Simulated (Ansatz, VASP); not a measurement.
# BP: VASP beside Ansatz, part 2 of 3

Aim: how closely do two programs agree when they are given the same cell, functional and k mesh? Of the first pair: The structure shown comes from an earlier Ansatz run, which isn't shown and may have moved the atoms alone.

VASP 6.6.1 and Ansatz 0.2.0.

So far: The structure; Ansatz: elastic constants, LDA.

## (3) VASP: elastic constants, LDA

Level of this step: LDA; plane waves and PAW (B, P) (VASP).

The same cell, functional (in two slightly different forms) and mesh now go to VASP, with its own data sets.

Lines of VASP's logs that name or quote its potential files are left out, and so is its time.

File INCAR:

```
SYSTEM = BP
PREC = Accurate
ENCUT = 500
EDIFF = 1E-08
NELM = 120
ISMEAR = 0
SIGMA = 0.01
LREAL = .FALSE.
ALGO = Normal
GGA = CA
NBANDS = 10
LORBIT = 11
LWAVE = .FALSE.
LCHARG = .FALSE.
ISIF = 3
IBRION = 6
NFREE = 2
POTIM = 0.015
NSW = 1
LASPH = .TRUE.
GGA_COMPAT = .FALSE.
EFERMI = MIDGAP
KPAR = 2
```

File POSCAR:

```
BP
1.0
    0.0000000000      2.2436141376      2.2436141376
    2.2436141376      0.0000000000      2.2436141376
    2.2436141376      2.2436141376      0.0000000000
B P
1 1
Direct
    0.0000000000      0.0000000000      0.0000000000
    0.2500000000      0.2500000000      0.2500000000
```

File KPOINTS:

```
Automatic mesh
0
Gamma
12 12 12
0 0 0
```

Potentials, in the order of the species: B and P (LDA family, release 64).

Run with:

```console
mpirun -np 2 vasp_std
```

Log:

```text
[banner, memory and clock lines left out]
running    2 mpi-ranks, on    1 nodes
 distrk:  each k-point on    1 cores,    2 groups
 distr:  one band on    1 cores,    1 groups

 POSCAR found type information on POSCAR B P
 POSCAR found :  2 types and       2 ions
 LDA part: xc-table for (Slater(with rela. corr.)+CA(PZ))
 , standard interpolation
 POSCAR, INCAR and KPOINTS ok, starting setup
 FFT: planning ... GRIDC
 FFT: planning ... GRID_SOFT
 FFT: planning ... GRID
 WAVECAR not read
 entering main loop
       N       E                     dE             d eps       ncg     rms          rms(c)
DAV:   1     0.811236010421E+01    0.81124E+01   -0.39883E+03  1440   0.700E+02
DAV:   2    -0.147150011194E+02   -0.22827E+02   -0.21627E+02  1960   0.113E+02
DAV:   3    -0.153024977871E+02   -0.58750E+00   -0.58646E+00  1868   0.168E+01
DAV:   4    -0.153046056799E+02   -0.21079E-02   -0.21076E-02  1768   0.110E+00
DAV:   5    -0.153046147114E+02   -0.90315E-05   -0.90313E-05  1764   0.676E-02    0.771E+00
DAV:   6    -0.145358377186E+02    0.76878E+00   -0.17852E+00  1604   0.628E+00    0.408E+00
DAV:   7    -0.144123518827E+02    0.12349E+00   -0.29704E-01  1852   0.292E+00    0.131E+00
DAV:   8    -0.143992911136E+02    0.13061E-01   -0.35284E-02  1716   0.105E+00    0.246E-01
DAV:   9    -0.143993199292E+02   -0.28816E-04   -0.73705E-04  1638   0.205E-01    0.162E-01
DAV:  10    -0.143993159351E+02    0.39941E-05   -0.14147E-04  1614   0.715E-02    0.347E-02
DAV:  11    -0.143993177807E+02   -0.18456E-05   -0.59642E-06  1824   0.135E-02    0.374E-02
DAV:  12    -0.143993174686E+02    0.31215E-06   -0.18850E-06  1670   0.624E-03    0.877E-03
DAV:  13    -0.143993174762E+02   -0.75980E-08   -0.65040E-08  1750   0.169E-03
   1 F= -.14399317E+02 E0= -.14399317E+02  d E =0.000000E+00
[... from here on, the cycles between the ionic steps are left out ...]
   2 F= -.14394259E+02 E0= -.14394259E+02  d E =0.000000E+00
   3 F= -.14392972E+02 E0= -.14392972E+02  d E =0.000000E+00
   4 F= -.14394259E+02 E0= -.14394259E+02  d E =0.000000E+00
   8 F= -.14395840E+02 E0= -.14395840E+02  d E =0.000000E+00
   9 F= -.14395840E+02 E0= -.14395840E+02  d E =0.000000E+00
  10 F= -.14395840E+02 E0= -.14395840E+02  d E =0.000000E+00
  11 F= -.14395840E+02 E0= -.14395840E+02  d E =0.000000E+00
  12 F= -.14395840E+02 E0= -.14395840E+02  d E =0.000000E+00
  13 F= -.14395840E+02 E0= -.14395840E+02  d E =0.000000E+00
  14 F= -.14397085E+02 E0= -.14397085E+02  d E =0.000000E+00
  15 F= -.14397085E+02 E0= -.14397085E+02  d E =0.000000E+00
  16 F= -.14397084E+02 E0= -.14397084E+02  d E =0.000000E+00
 Finite differences progress:
  Degree of freedom:   8/  8
  Displacement:        1/  2
  Total:              15/ 16
 bond charge predicted
       N       E                     dE             d eps       ncg     rms          rms(c)
DAV:   1    -0.143962486073E+02    0.83552E-03   -0.27137E-01  5616   0.288E+00    0.236E-01
DAV:   2    -0.143971814441E+02   -0.93284E-03   -0.11346E-02  6474   0.803E-01    0.125E-01
DAV:   3    -0.143970852301E+02    0.96214E-04   -0.17358E-04  6778   0.928E-02    0.248E-02
DAV:   4    -0.143970848837E+02    0.34634E-06   -0.15302E-05  6654   0.295E-02    0.521E-03
DAV:   5    -0.143970841072E+02    0.77657E-06   -0.20638E-06  6734   0.870E-03    0.148E-03
DAV:   6    -0.143970841193E+02   -0.12106E-07   -0.26377E-07  6530   0.341E-03    0.465E-04
DAV:   7    -0.143970841188E+02    0.46282E-09   -0.80280E-09  3600   0.667E-04
  17 F= -.14397084E+02 E0= -.14397084E+02  d E =0.000000E+00
 Finite differences progress:
  Degree of freedom:   8/  8
  Displacement:        2/  2
  Total:              16/ 16
```

From OUTCAR (step 3):

```text
ion  position               nearest neighbor table
   1  0.000  0.000  0.000-   2 1.94   2 1.94   2 1.94   2 1.94
   2  0.250  0.250  0.250-   1 1.94   1 1.94   1 1.94   1 1.94

  LATTYP: Found a face centered cubic cell.
 ALAT       =     4.4872282752

 Subroutine GETGRP returns: Found 24 space group operations
 (whereof 24 operations were pure point group operations)

The static configuration has the point symmetry T_d .

 Found     72 irreducible k-points:

   k-points           NKPTS =     72   k-points in BZ     NKDIM =     72   number of bands    NBANDS=     10

   dimension x,y,z NGX =    24 NGY =   24 NGZ =   24
   dimension x,y,z NGXF=    48 NGYF=   48 NGZF=   48

   ENCUT  =  500.0 eV  36.75 Ry    6.06 a.u.   5.79  5.79  5.79*2*pi/ulx,y,z

   NELECT =       8.0000    total number of electrons

 k-points in reciprocal lattice and weights: Automatic mesh
   0.00000000  0.00000000  0.00000000       0.001
   0.08333333  0.00000000  0.00000000       0.005
   0.16666667  0.00000000  0.00000000       0.005
   0.25000000  0.00000000  0.00000000       0.005
   0.33333333  0.00000000  0.00000000       0.005
   0.41666667  0.00000000  0.00000000       0.005
   0.50000000  0.00000000  0.00000000       0.002
   0.08333333  0.08333333  0.00000000       0.003
   0.16666667  0.08333333  0.00000000       0.014
[...]
-0.33333333  0.50000000  0.16666667       0.007
  -0.25000000  0.50000000  0.25000000       0.003

 average (electrostatic) potential at core
       1 -29.5187       2 -81.8758

 E-fermi :   8.4421

 k-point     1 :       0.0000    0.0000    0.0000
  band No.  band energies     occupation
      1      -7.8776      2.00000
      2       7.6954      2.00000
      3       7.8144      2.00000
      4       7.9312      2.00000
      5      11.1677      0.00000
      6      11.2445      0.00000
      7      11.3244      0.00000
      8      15.7009      0.00000
      9      19.3098      0.00000
    ...

 k-point     2 :       0.0833    0.0000    0.0000
  band No.  band energies     occupation
      1      -7.7490      2.00000
      2       6.7836      2.00000
      3       7.5582      2.00000
      4       7.7000      2.00000
      5      11.4813      0.00000
      6      11.5598      0.00000
      7      11.6653      0.00000
      8      16.0343      0.00000
      9      19.5141      0.00000
    ...

 k-point     3 :       0.1667    0.0000    0.0000
  band No.  band energies     occupation
      1      -7.3661      2.00000
      2       4.9012      2.00000
      3       7.0927      2.00000
      4       7.2226      2.00000
      5      11.9371      0.00000
      6      12.1122      0.00000
      7      12.2281      0.00000
      8      16.8354      0.00000
      9      18.7964      0.00000
    ...

  Total        0.0389876      0.0431968      0.0431968      0.0000000      0.1228486      0.0000000
  in kB        2.7654284      3.0639889      3.0639889      0.0000000      8.7137760      0.0000000
  external PRESSURE =       2.9644687 kB  Pullay stress =       0.0000000 kB

  energy-cutoff  :      500.00
  volume of cell :       22.59
      direct lattice vectors                 reciprocal lattice vectors
     0.000000000  2.243614138  2.243614138    -0.222854720  0.222854720  0.222854720
     2.243614138  0.000000000  2.243614138     0.222854720 -0.222854720  0.222854720
     2.243614138  2.243614138  0.000000000     0.222854720  0.222854720 -0.222854720

 POSITION                                       TOTAL-FORCE (eV/Angst)
 -----------------------------------------------------------------------------------
      0.00000      0.00000      0.00000        -0.297680      0.000000      0.000000
      1.10681      1.12181      1.12181         0.297680      0.000000      0.000000
 -----------------------------------------------------------------------------------
    total drift:                                0.000071     -0.000000     -0.000000

  FREE ENERGIE OF THE ION-ELECTRON SYSTEM (eV)
  ---------------------------------------------------
  free  energy   TOTEN  =       -14.3970841188 eV

  energy  without entropy=      -14.3970841188  energy(sigma->0) =      -14.39708412

  SYMMETRIZED ELASTIC MODULI (kBar)
 Direction    XX          YY          ZZ          XY          YZ          ZX
 --------------------------------------------------------------------------------
 XX        3591.4107    845.0758    845.0758      0.0000      0.0000      0.0000
 YY         845.0758   3591.4107    845.0758      0.0000      0.0000      0.0000
 ZZ         845.0758    845.0758   3591.4107     -0.0000     -0.0000     -0.0000
 XY           0.0000      0.0000     -0.0000   2193.1662      0.0000      0.0000
 YZ           0.0000      0.0000     -0.0000      0.0000   2193.1662      0.0000
 ZX           0.0000      0.0000     -0.0000      0.0000      0.0000   2193.1662
 --------------------------------------------------------------------------------

 Eigenvectors and eigenvalues of the dynamical matrix
 ----------------------------------------------------

   1 f  =   24.601069 THz   154.573075 2PiTHz  820.603332 cm-1   101.741800 meV
             X         Y         Z           dx          dy          dz
      0.000000  0.000000  0.000000     0.860961    0.000000    0.000000
      1.121807  1.121807  1.121807    -0.508671    0.000000    0.000000

   2 f  =   24.601069 THz   154.573075 2PiTHz  820.603332 cm-1   101.741800 meV
             X         Y         Z           dx          dy          dz
      0.000000  0.000000  0.000000    -0.000000   -0.860961   -0.000000
      1.121807  1.121807  1.121807    -0.000000    0.508671    0.000000

   3 f  =   24.601069 THz   154.573075 2PiTHz  820.603332 cm-1   101.741800 meV
             X         Y         Z           dx          dy          dz
      0.000000  0.000000  0.000000     0.000000   -0.000000    0.860961
      1.121807  1.121807  1.121807     0.000000   -0.000000   -0.508671

   4 f/i=    0.000472 THz     0.002966 2PiTHz    0.015744 cm-1     0.001952 meV
             X         Y         Z           dx          dy          dz
      0.000000  0.000000  0.000000     0.359685    0.000000    0.359685
      1.121807  1.121807  1.121807     0.608791    0.000000    0.608791

   5 f/i=    0.000472 THz     0.002966 2PiTHz    0.015744 cm-1     0.001952 meV
             X         Y         Z           dx          dy          dz
      0.000000  0.000000  0.000000     0.225034    0.396820   -0.225034
      1.121807  1.121807  1.121807     0.380885    0.671645   -0.380885

   6 f/i=    0.000472 THz     0.002966 2PiTHz    0.015744 cm-1     0.001952 meV
             X         Y         Z           dx          dy          dz
      0.000000  0.000000  0.000000     0.280594   -0.318246   -0.280594
      1.121807  1.121807  1.121807     0.474925   -0.538653   -0.474925

 ELASTIC MODULI CONTR FROM IONIC RELAXATION (kBar)
 Direction    XX          YY          ZZ          XY          YZ          ZX
 --------------------------------------------------------------------------------
 XX          -0.0000      0.0000     -0.0000     -0.0000     -0.0000     -0.0000
 YY           0.0000     -0.0000     -0.0000     -0.0000      0.0000      0.0000
 ZZ          -0.0000     -0.0000     -0.0000     -0.0000      0.0000     -0.0000
 XY          -0.0000     -0.0000     -0.0000   -240.0808     -0.0000      0.0000
 YZ          -0.0000      0.0000      0.0000     -0.0000   -240.0808      0.0000
 ZX          -0.0000      0.0000     -0.0000      0.0000      0.0000   -240.0808
 --------------------------------------------------------------------------------

 TOTAL ELASTIC MODULI (kBar)
 Direction    XX          YY          ZZ          XY          YZ          ZX
 --------------------------------------------------------------------------------
 XX        3591.4107    845.0758    845.0758     -0.0000     -0.0000      0.0000
 YY         845.0758   3591.4107    845.0758      0.0000      0.0000      0.0000
 ZZ         845.0758    845.0758   3591.4107     -0.0000     -0.0000     -0.0000
 XY          -0.0000      0.0000     -0.0000   1953.0854     -0.0000      0.0000
 YZ          -0.0000      0.0000     -0.0000     -0.0000   1953.0854      0.0000
 ZX           0.0000      0.0000     -0.0000      0.0000      0.0000   1953.0854
 --------------------------------------------------------------------------------

 total charge
# of ion       s       p       d       tot
------------------------------------------
    1        0.669   1.322   0.000   1.991
    2        0.995   1.604   0.000   2.598
--------------------------------------------------
tot          1.664   2.926   0.000   4.589

[... 3 further parts left out ...]
```

CONTCAR:

```
BP
   1.00000000000000
     0.0000000000000000    2.2436141375999998    2.2436141375999998
     2.2436141375999998    0.0000000000000000    2.2436141375999998
     2.2436141375999998    2.2436141375999998    0.0000000000000000
  B               P
     1     1
Direct
     0.0000000000000000    0.0000000000000000    0.0000000000000000
     0.2533428207971726    0.2466571792028273    0.2466571792028273
```

The last energy, forces, stress and levels in OUTCAR belong to the last displaced cell, not to the cell of POSCAR.

Levels, forces or a CONTCAR printed for this step are those of its last displaced cell, not of the structure at rest.

## (4) Differences

Known differences besides the potentials themselves: the two LDA forms differ slightly; fixed occupations in Ansatz, narrow Gaussian smearing in VASP; the cutoff is 1142.88 eV in Ansatz and 500 eV in VASP; VASP's log shows a relativistic correction to its local exchange, Ansatz's none; VASP takes each elastic constant from one size of strain, Ansatz from those that its log lists. Total energies have different zeros and are not compared.

Compared:

```tsv
quantity	Ansatz	VASP	difference
C11 (GPa)	358.5	359.1	-0.19 %
C22 (GPa)	358.5	359.1	-0.19 %
C33 (GPa)	358.5	359.1	-0.19 %
C12 (GPa)	82.8	84.5	-1.97 %
C13 (GPa)	82.8	84.5	-1.97 %
C23 (GPa)	82.8	84.5	-1.97 %
C44 (GPa)	195.5	195.3	+0.10 %
C55 (GPa)	195.5	195.3	+0.10 %
C66 (GPa)	195.5	195.3	+0.10 %
```

[end of part 2 of 3]

[Lines on the potential files, build, host, timing and source positions are cut from VASP's logs without a mark.]

[Logs are printed without paths, hosts, clocks, repeated set-up lines and the standing remarks that a program may print on its own settings, such as how far it seeks lower states.]

[Hosts, paths, dates, database ids (printed as entryN), source tags and the programs' standing remarks are cut or masked in the printed files.]
